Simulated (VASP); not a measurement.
OSZICAR of a VASP run on Tc (hcp):

### OSZICAR
```
       N       E                     dE             d eps       ncg     rms          rms(c)
DAV:   1     0.287337170215E+03    0.28734E+03   -0.17247E+04  4614   0.167E+03
DAV:   2    -0.552484340267E+02   -0.34259E+03   -0.33919E+03  5033   0.477E+02
DAV:   3    -0.637762225293E+02   -0.85278E+01   -0.83134E+01  5464   0.879E+01
DAV:   4    -0.638594076417E+02   -0.83185E-01   -0.82902E-01  5059   0.845E+00
DAV:   5    -0.638601467102E+02   -0.73907E-03   -0.73898E-03  5080   0.760E-01    0.329E+01
DAV:   6    -0.521950582873E+02    0.11665E+02   -0.10721E+01  4701   0.395E+01    0.539E+00
DAV:   7    -0.502827049701E+02    0.19124E+01   -0.13970E+00  5018   0.918E+00    0.966E-01
DAV:   8    -0.513397686086E+02   -0.10571E+01   -0.12146E+00  4791   0.797E+00    0.233E+00
DAV:   9    -0.513785358199E+02   -0.38767E-01   -0.43020E-02  4717   0.237E+00    0.471E-01
DAV:  10    -0.514091873733E+02   -0.30652E-01   -0.41326E-02  4591   0.254E+00    0.405E-01
DAV:  11    -0.514083563744E+02    0.83100E-03   -0.98116E-04  5183   0.299E-01    0.307E-01
DAV:  12    -0.514070001577E+02    0.13562E-02   -0.46211E-03  4596   0.726E-01    0.780E-02
DAV:  13    -0.514081270266E+02   -0.11269E-02   -0.51722E-04  4883   0.176E-01    0.592E-02
DAV:  14    -0.514080494538E+02    0.77573E-04   -0.20490E-05  4716   0.436E-02    0.600E-02
DAV:  15    -0.514082126448E+02   -0.16319E-03   -0.63060E-05  4794   0.878E-02    0.304E-02
DAV:  16    -0.514081408477E+02    0.71797E-04   -0.19434E-05  4596   0.510E-02    0.114E-02
DAV:  17    -0.514081816049E+02   -0.40757E-04   -0.15787E-05  4858   0.429E-02    0.823E-03
DAV:  18    -0.514081711348E+02    0.10470E-04   -0.67747E-07  4766   0.947E-03    0.436E-03
DAV:  19    -0.514081810278E+02   -0.98930E-05   -0.62682E-07  4638   0.868E-03    0.480E-04
DAV:  20    -0.514081772696E+02    0.37582E-05   -0.18280E-08  2301   0.159E-03    0.910E-05
DAV:  21    -0.514081785114E+02   -0.12418E-05   -0.19128E-09  2299   0.450E-04    0.984E-05
DAV:  22    -0.514081776160E+02    0.89540E-06   -0.76710E-10  2295   0.332E-04    0.390E-05
DAV:  23    -0.514081777868E+02   -0.17079E-06   -0.76476E-11  2295   0.109E-04    0.307E-05
DAV:  24    -0.514081777134E+02    0.73414E-07   -0.17039E-11  2295   0.464E-05
   1 F= -.51408178E+02 E0= -.51408163E+02  d E =-.514082E+02
       N       E                     dE             d eps       ncg     rms          rms(c)
DAV:   1    -0.514134332757E+02   -0.52555E-02   -0.29772E-01  4598   0.487E+00    0.433E-01
DAV:   2    -0.514085684949E+02    0.48648E-02   -0.76528E-03  4863   0.785E-01    0.200E-01
DAV:   3    -0.514075401043E+02    0.10284E-02   -0.30235E-03  5625   0.515E-01    0.419E-02
DAV:   4    -0.514081223391E+02   -0.58223E-03   -0.15796E-04  4895   0.125E-01    0.249E-02
DAV:   5    -0.514080380746E+02    0.84264E-04   -0.12190E-05  4931   0.331E-02    0.754E-03
DAV:   6    -0.514081780106E+02   -0.13994E-03   -0.77991E-06  4690   0.338E-02    0.327E-03
DAV:   7    -0.514081313499E+02    0.46661E-04   -0.20853E-06  4841   0.126E-02    0.140E-03
DAV:   8    -0.514081872260E+02   -0.55876E-04   -0.89238E-07  4595   0.121E-02    0.360E-04
DAV:   9    -0.514081738778E+02    0.13348E-04   -0.14401E-08  2296   0.161E-03    0.116E-04
DAV:  10    -0.514081823849E+02   -0.85071E-05   -0.57554E-09  2295   0.864E-04    0.351E-05
DAV:  11    -0.514081803745E+02    0.20104E-05   -0.38759E-10  2295   0.221E-04    0.199E-05
DAV:  12    -0.514081810715E+02   -0.69703E-06   -0.12701E-10  2295   0.126E-04    0.145E-05
DAV:  13    -0.514081807938E+02    0.27774E-06   -0.44344E-11  2295   0.563E-05    0.133E-05
DAV:  14    -0.514081809000E+02   -0.10616E-06   -0.10648E-11  2295   0.244E-05    0.131E-05
DAV:  15    -0.514081808668E+02    0.33150E-07   -0.52557E-12  2295   0.102E-05
   2 F= -.51408181E+02 E0= -.51408130E+02  d E =-.315344E-05
       N       E                     dE             d eps       ncg     rms          rms(c)
DAV:   1    -0.514097245859E+02   -0.15437E-02   -0.74620E-02  4598   0.244E+00    0.216E-01
DAV:   2    -0.514083623964E+02    0.13622E-02   -0.19195E-03  4855   0.391E-01    0.100E-01
DAV:   3    -0.514084405238E+02   -0.78127E-04   -0.77205E-04  5559   0.258E-01    0.207E-02
DAV:   4    -0.514084212646E+02    0.19259E-04   -0.41987E-05  4912   0.644E-02    0.121E-02
DAV:   5    -0.514084673893E+02   -0.46125E-04   -0.28044E-06  4913   0.162E-02    0.380E-03
DAV:   6    -0.514084037894E+02    0.63600E-04   -0.23305E-06  4650   0.184E-02    0.137E-03
DAV:   7    -0.514084290350E+02   -0.25246E-04   -0.54793E-07  4747   0.669E-03    0.590E-04
DAV:   8    -0.514084077059E+02    0.21329E-04   -0.12903E-07  2730   0.477E-03    0.197E-04
DAV:   9    -0.514084148185E+02   -0.71126E-05   -0.10369E-08  2295   0.141E-03    0.505E-05
DAV:  10    -0.514084098363E+02    0.49822E-05   -0.26285E-09  2295   0.751E-04    0.261E-05
DAV:  11    -0.514084106902E+02   -0.85393E-06   -0.44837E-10  2295   0.289E-04    0.232E-05
DAV:  12    -0.514084103681E+02    0.32207E-06   -0.76158E-11  2295   0.111E-04    0.185E-05
DAV:  13    -0.514084105801E+02   -0.21193E-06   -0.24752E-11  2295   0.562E-05    0.133E-05
DAV:  14    -0.514084105137E+02    0.66397E-07   -0.51363E-12  2295   0.225E-05
   3 F= -.51408411E+02 E0= -.51408392E+02  d E =-.232800E-03
```

Question: Which electronic solver shows in the log?

Answer: It is blocked Davidson (ALGO = Normal, or the opening steps of other solvers). The INCAR had ALGO = Normal.

Question: Can the final energy be trusted as converged?

Answer: Self-consistency was reached. It stopped with EDIFF = 1E-7, NELM = 100, NSW = 30 and EDIFFG = -0.01 after 3 ionic steps (r2SCAN+rVV10, plane waves, VASP's PBE PAW potentials (set 64)).

The compound is Tc in the hcp structure. This cell is one point of a volume scan, at 0.94 of the reference volume. Symmetry was kept, so distortions that lower it aren't found.
